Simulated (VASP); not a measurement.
Energy against volume of BAs (zinc blende). Level of theory: PBE GGA with D4 dispersion, VASP's PBE PAW potentials (set 64) (plane waves; VASP 6.6.1). Settings: 520 eV cut-off, 10×10×10 Γ-centred mesh, Gaussian smearing of 0.050 eV, potentials B As.

```json
[
 {"V (Å³/atom)": "13.125", "E (eV/atom)": "-6.07339"},
 {"V (Å³/atom)": "13.531", "E (eV/atom)": "-6.07912"},
 {"V (Å³/atom)": "13.937", "E (eV/atom)": "-6.07416"},
 {"V (Å³/atom)": "14.343", "E (eV/atom)": "-6.06003"}
]
```

Problem. Fit these four points and predict the energy of the run at 12.719 Å³/atom.

Solution. A cubic in V^(−2/3), the third-order Birch-Murnaghan form, passes through the four points with V0 = 13.54 Å³/atom and B0 = 140 GPa, and gives -6.0552 eV/atom there. The run gave -6.0551 eV/atom, +0.1 meV/atom from the fit; all five points give B0 = 140 GPa.

The compound is BAs in the zinc blende structure. It was relaxed first.
